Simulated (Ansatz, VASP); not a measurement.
# Sn: VASP beside Ansatz, part 2 of 2

Aim: how closely do two programs agree when they are given the same cell, functional and k mesh? The cell is taken from a series of runs on this material, whose earlier steps may have relaxed, scaled, displaced or heated it; both programs get it as it stands.

VASP 6.6.1 and Ansatz 0.2.0.

So far: The starting structure; VASP: zone-centre phonons, PBEsol.

## 2. VASP: zone-centre phonons, PBEsol (continued)

Level of this step: PBEsol; plane waves and PAW (Sn_d) (VASP).

Numbers of over 12 decimals in the logs are rounded to 6 here.

From OUTCAR (step 2):

```text
ion  position               nearest neighbor table
   1  0.501  0.501  0.501-   2 2.81   2 2.81   2 2.81   2 2.83
   2  0.749  0.749  0.749-   1 2.81   1 2.81   1 2.81   1 2.83

  LATTYP: Found a trigonal (rhomboedric) cell.
 ALAT       =     4.6227137226
 COS(alpha) =     0.5096756147

 Subroutine GETGRP returns: Found 12 space group operations
 (whereof  6 operations were pure point group operations)

The static configuration has the point symmetry C_3v.
 The point group associated with its full space group is D_3d.

   k-points           NKPTS =   1728   k-points in BZ     NKDIM =   1728   number of bands    NBANDS=     20

   dimension x,y,z NGX =    36 NGY =   36 NGZ =   36
   dimension x,y,z NGXF=    72 NGYF=   72 NGZF=   72

   ENCUT  =  500.0 eV  36.75 Ry    6.06 a.u.   8.43  8.43  8.43*2*pi/ulx,y,z

   NELECT =      28.0000    total number of electrons

 k-points in reciprocal lattice and weights: Points of the shifted mesh
   0.04166667  0.04166667  0.04166667       0.001
   0.04166667  0.04166667  0.12500000       0.001
   0.04166667  0.04166667  0.20833333       0.001
   0.04166667  0.04166667  0.29166667       0.001
   0.04166667  0.04166667  0.37500000       0.001
   0.04166667  0.04166667  0.45833333       0.001
   0.04166667  0.04166667  0.54166667       0.001
   0.04166667  0.04166667  0.62500000       0.001
   0.04166667  0.04166667  0.70833333       0.001
[...]
0.95833333  0.95833333  0.87500000       0.001
   0.95833333  0.95833333  0.95833333       0.001

 average (electrostatic) potential at core
       1-101.3855       2-101.3855

  Total        0.2545952      0.2545952      0.2545952     -0.1422637     -0.1422637     -0.1422637
  in kB        5.9262564      5.9262564      5.9262564     -3.3114957     -3.3114957     -3.3114957
  external PRESSURE =       5.9262564 kB  Pullay stress =       0.0000000 kB

  energy-cutoff  :      500.00
  volume of cell :       68.83
      direct lattice vectors                 reciprocal lattice vectors
     0.031704812  3.268675341  3.268675341    -0.155210926  0.153719906  0.153719906
     3.268675341  0.031704812  3.268675341     0.153719906 -0.155210926  0.153719906
     3.268675341  3.268675341  0.031704812     0.153719906  0.153719906 -0.155210926

 POSITION                                       TOTAL-FORCE (eV/Angst)
 -----------------------------------------------------------------------------------
      3.28935      3.28935      3.28935        -0.000251     -0.000251     -0.000251
      4.92197      4.92197      4.92197         0.000251      0.000251      0.000251
 -----------------------------------------------------------------------------------
    total drift:                                0.000000      0.000000      0.000000

 Eigenvectors and eigenvalues of the dynamical matrix
 ----------------------------------------------------

   1 f  =    5.640492 THz    35.440257 2PiTHz  188.146566 cm-1    23.327191 meV
             X         Y         Z           dx          dy          dz
      3.289354  3.289354  3.289354     0.408248    0.408248    0.408248
      4.921965  4.921965  4.921965    -0.408248   -0.408248   -0.408248

   2 f  =    5.379446 THz    33.800053 2PiTHz  179.438990 cm-1    22.247589 meV
             X         Y         Z           dx          dy          dz
      3.289354  3.289354  3.289354    -0.500000    0.500000   -0.000000
      4.921965  4.921965  4.921965     0.500000   -0.500000   -0.000000

   3 f  =    5.379446 THz    33.800053 2PiTHz  179.438990 cm-1    22.247589 meV
             X         Y         Z           dx          dy          dz
      3.289354  3.289354  3.289354     0.288675    0.288675   -0.577350
      4.921965  4.921965  4.921965    -0.288675   -0.288675    0.577350

   4 f  =    0.000000 THz     0.000000 2PiTHz    0.000001 cm-1     0.000000 meV
             X         Y         Z           dx          dy          dz
      3.289354  3.289354  3.289354     0.632695    0.303457   -0.087236
      4.921965  4.921965  4.921965     0.632695    0.303457   -0.087236

   5 f/i=    0.000000 THz     0.000000 2PiTHz    0.000001 cm-1     0.000000 meV
             X         Y         Z           dx          dy          dz
      3.289354  3.289354  3.289354    -0.313728    0.582113   -0.250438
      4.921965  4.921965  4.921965    -0.313728    0.582113   -0.250438

   6 f/i=    0.000000 THz     0.000000 2PiTHz    0.000003 cm-1     0.000000 meV
             X         Y         Z           dx          dy          dz
      3.289354  3.289354  3.289354    -0.035660    0.262788    0.655493
      4.921965  4.921965  4.921965    -0.035660    0.262788    0.655493

 ELASTIC MODULI CONTR FROM IONIC RELAXATION (kBar)
 Direction    XX          YY          ZZ          XY          YZ          ZX
 --------------------------------------------------------------------------------
 XX          -1.5701      0.5743      0.5743      9.1336    -13.2672     13.8539
 YY           0.5743     -1.5701      0.5743     13.8539      9.1336    -13.2672
 ZZ           0.5743      0.5743     -1.5701    -13.2672     13.8539      9.1336
 XY           9.1336     13.8539    -13.2672   -270.5167     23.1781     23.1781
 YZ         -13.2672      9.1336     13.8539     23.1781   -270.5167     23.1781
 ZX          13.8539    -13.2672      9.1336     23.1781     23.1781   -270.5167
 --------------------------------------------------------------------------------
```

## 3. Ansatz: zone-centre phonons, PBEsol

Ansatz runs on its PAW soft_1 files.

The same cell, functional, mesh and smearing now go to Ansatz, which takes its cutoff from its data sets.

File input.yaml:

```yaml
crystal:
  lattice:
    - [0.0317048117, 3.2686753407, 3.2686753407]
    - [3.2686753407, 0.0317048117, 3.2686753407]
    - [3.2686753407, 3.2686753407, 0.0317048117]
  atoms:
    - { symbol: Sn, position: [0.5007347362, 0.5007347362, 0.5007347362] }
    - { symbol: Sn, position: [0.7492652638, 0.7492652638, 0.7492652638] }
kpoints:
  mp_grid: { grid: [12, 12, 12], shift: [0.5, 0.5, 0.5] }
hamiltonian:
  xc: pbesol
  pseudopotentials: { kind: paw, azcp: { folder: soft_1 }, xc_functional: pbe }
scf:
  occupations: { method: gaussian, width: 0.015 }
output:
  eigenvalues: true
phonons:
  method: dfpt
```

Command:

```console
ansatz run input.yaml --threads 4 --pin off --max-ram 10240MiB --backend cpu --events-out ev --progress --plain --runs-dir out
```

The log of the run:

```text
Engine: ansatz 0.2.0, x86_64-unknown-linux-gnu
Pseudopotentials: kind: paw
Pseudopotential: Sn, paw, valence charge 14, recommended cutoff 420 eV (normal), soft_1/Sn.paw.azcp
Functional definition: PBEsol
  exchange = pbesol_x
  correlation = pbesol_c
Crystal: 2 atoms, lattice volume = 68.830 Å³
Basis set: ecut = 420 eV, 1363 PW (Γ), exchange–correlation on 64×64×64 points (8 copies of the dense FFT grid, shifted against one another)
Bands: 18, of which v1, the nominal top of the filled ones, is band 14 counted from 1 (13 counted from 0)
Symmetry: 12 space group operations
k-points: 468 of 1728 (irreducible under 2 space group operations, time reversal used)
Non-local potential: Sn, projectors of the file, l = 0: 2, l = 1: 2, l = 2: 2, l = 3: 1
PAW form: soft (Blöchl's): semilocal exchange-correlation on the pseudo side does not see the compensation charge
PAW frozen core: Sn, regenerated for the run's functional, and the local potential with it (the file was generated under x = pbe(κ = 0.804, μ = 0.219515), c = pbe(β = 0.066725))
PAW one-centre angular grid: Sn, 590 points (default); XC on 64 Gauss nodes
Initial density: superposition of atomic densities (chi_scale 0.1, normalization cell)
Initial wavefunctions: pseudopotential atomic-orbital guess
Functional: x = pbesol(κ = 0.804, μ = 0.123457), c = pbesol(β = 0.046)
SCF iter   1: F=—  HF=-11899.713747 eV  |F-HF|=—  |Δ(HF+E_count)|=         —  Δρ=2.17e-2  dr2=3.41e-1  ethr=3.10e-3  ⟨swp⟩=6.0  Hψ=46778  notcnv=0
preconditioner: auto → none  [insulator: Δε(μ)=0.040 eV  Ē_g=19.925 eV  σ=0.015 eV  W_gap=0.94  n_scr=14 (ndim 8)  ℏωp=23.7 eV  f_vac=0.006  D(μ)=0.04/eV (n_scr^D=0)  ε∞_Penn≈2.4]
SCF iter   2: F=—  HF=-11899.649316 eV  |F-HF|=—  |Δ(HF+E_count)|=   6.44e-2  Δρ=9.79e-3  dr2=6.28e-2  ethr=1.22e-3  ⟨swp⟩=2.0  Hψ=14019  notcnv=0
SCF iter   3: F=—  HF=-11899.642128 eV  |F-HF|=—  |Δ(HF+E_count)|=   7.19e-3  Δρ=8.92e-4  dr2=3.67e-4  ethr=2.24e-4  ⟨swp⟩=2.6  Hψ=12120  notcnv=0
SCF iter   4: F=—  HF=-11899.642287 eV  |F-HF|=—  |Δ(HF+E_count)|=   1.59e-4  Δρ=3.72e-4  dr2=4.33e-5  ethr=1.31e-6  ⟨swp⟩=2.0  Hψ=16822  notcnv=0
SCF iter   5: F=—  HF=-11899.642291 eV  |F-HF|=—  |Δ(HF+E_count)|=   3.52e-6  Δρ=5.75e-5  dr2=1.45e-6  ethr=1.54e-7  ⟨swp⟩=2.0  Hψ=14977  notcnv=0
SCF iter   6: F=—  HF=-11899.642292 eV  |F-HF|=—  |Δ(HF+E_count)|=   1.44e-6  Δρ=1.08e-5  dr2=1.03e-7  ethr=5.17e-9  ⟨swp⟩=3.0  Hψ=14984  notcnv=0
SCF iter   7: F=—  HF=-11899.642292 eV  |F-HF|=—  |Δ(HF+E_count)|=   1.20e-8  Δρ=2.08e-6  dr2=1.85e-9  ethr=3.69e-10  ⟨swp⟩=2.0  Hψ=14975  notcnv=0
SCF iter   8: F=—  HF=-11899.642292 eV  |F-HF|=—  |Δ(HF+E_count)|=   4.47e-9  Δρ=3.59e-7  dr2=5.46e-11  ethr=6.61e-12  ⟨swp⟩=2.0  Hψ=10299  notcnv=0
SCF iter   9: F=-11899.642292 eV  HF=-11899.642292 eV  |F-HF|=1.82e-12  |Δ(HF+E_count)|=  9.09e-12  Δρ=5.25e-8  dr2=7.06e-13  ethr=1.00e-12  ⟨swp⟩=6.8  Hψ=39039  notcnv=0
SCF 1 converged in 9 iterations: F = -11899.642292 eV  dr2 = 7.06e-13
  greatest PAW one-centre occupation: 0.991 electrons in one spin orbital (limit 2), on the Sn atom at site 1 (counted from 0), in its partial waves of l = 2
DFPT response loops at Γ: preconditioner auto → Kerker (q_TF=auto, 2.348 Å⁻¹) (partly filled bands, converged f_vac=0.084); β = 1.00, the filter's whole step (`scf.mixing.beta` (0.50) is not read by the response loops under this deck's `scf.mixing.preconditioner`; to damp them name `kerker` or `kerker_dos`, under which they read `scf.mixing.beta`, and type it under 1.00, their step now; both keys bind the ground state too); Broyden in place of MSR1
SCF converged after 9 iterations
Free energy (F): -11899.642292 eV
Harris-Foulkes:  -11899.642292 eV  (|F-HF|=1.82e-12)
Internal energy: -11899.642268 eV  (E = F + TS)
E sigma→0 (E₀):  -11899.642280 eV
Entropy (-TS):   -0.000024 eV (-0.012 meV/atom)
Fermi energy:    7.724071 eV
--- Per-component energies (eV) ---
  E_band       = -251.961614
  E_kinetic    = 337.193895
  E_local      = -2631.049896  (includes V_loc(G=0)·N_el)
  E_nonlocal   = 293.873120
  E_hartree    = 1278.627897
  E_xc         = -249.100941
  E_vxc        = -160.496378  (∫ρ·V_xc dr)
  E_paw        = -8592.717483  (= ΣΔE_a)
  E_vpaw       = -648.738744  (= ΣTr[D̂ρ^β])
  E_aug_tail   = 0.000575  (compensation charges beyond the density's cutoff)
  E_ewald      = -2337.039114
  E_core_change = 0.569679  (= ΣΔE_core)
  E_smearing   = -0.000024  (= −TS)
  E_closure    = -0.000000  (closes the sum)
  Σ components = -11899.642292   (vs F -11899.642292, Δ=0.00e0)
--- Band table (eV; the first three rows and the last of 468) ---
  k-point 0: bands = [... 10 lower, -2.9292, 6.5582, 7.7252, 7.7252, 7.8712, 9.7861, 9.8641, 9.8641]
  k-point 1: bands = [... 10 lower, -2.8401, 5.7465, 7.2530, 7.6511, 8.3144, 9.9618, 9.9952, 10.3557]
  k-point 2: bands = [... 10 lower, -2.6198, 4.5754, 6.8472, 7.3697, 8.2956, 10.3018, 10.4836, 11.1823]
  k-point 467: bands = [... 10 lower, -1.3063, 1.3557, 6.2653, 6.5043, 7.7443, 10.7643, 10.9061, 13.2250]
--- Phonons (Γ-DFPT): 1 representative perturbation + reference, on 468 of 1728 k-points (Σ response iterations 3) ---
  k mesh reduced under 2 symmetry operations, with k and −k counted as one. Each operation leaves every solved perturbation unchanged. A smaller set is not used because it would not reduce the number of displacements times k-points to solve
  ASR residual: 2.433e-5 → 0.000e0 eV/Å²; symmetrization residual: 3.551e-12 eV/Å²
  ASR residual per site (eV/Å²): 2.43e-5 2.43e-5
  Γ frequencies (cm⁻¹): 0.00 0.00 0.00 177.07 177.07 187.39
  non-analytic LO–TO correction: not included (Born effective charges unavailable; polar crystals: no LO–TO splitting at Γ)
```

## 4. Side by side

Known differences besides the potentials themselves: the cutoff is 420 eV in Ansatz and 500 eV in VASP; Ansatz makes its cores anew for this functional, VASP keeps those of its PBE data sets. Total energies have different zeros and are not compared.

The two programs side by side:

```
                  quantity  Ansatz   VASP  difference
optical mode 1 to 2 (cm⁻¹)   177.1  179.4     -1.32 %
     optical mode 3 (cm⁻¹)   187.4  188.1     -0.40 %
```

Modes are paired by rising frequency, not by their patterns, so a pair may set unlike modes beside each other; they are those without the splitting of longitudinal modes.

## 5. What came out

```json
{"r.m.s. difference of the optical zone-centre modes, each program's sorted by frequency (zone-centre phonons, PBEsol)": "2.0 cm⁻¹", "difference in optical mode 1 to 2 (zone-centre phonons, PBEsol)": "-1.3 %"}
```

**Reading.** The r.m.s. difference of the optical zone-centre modes, each program's sorted by frequency is 2.0 cm⁻¹ (zone-centre phonons, PBEsol). Among the rows given in per cent, the largest difference of the zone-centre phonons, PBEsol pair is in optical mode 1 to 2, -1.3 %. Such differences can come from data sets, numerical settings and the points named under the comparisons, not from the functional's error against experiment.

[Lines on the potential files, build, host, timing and source positions are cut from VASP's logs without a mark.]

[Logs are printed without paths, hosts, clocks, repeated set-up lines and the standing remarks that a program may print on its own settings, such as how far it seeks lower states.]

[Hosts, paths, dates, database ids (printed as entryN), source tags and the programs' standing remarks are cut or masked in the printed files.]
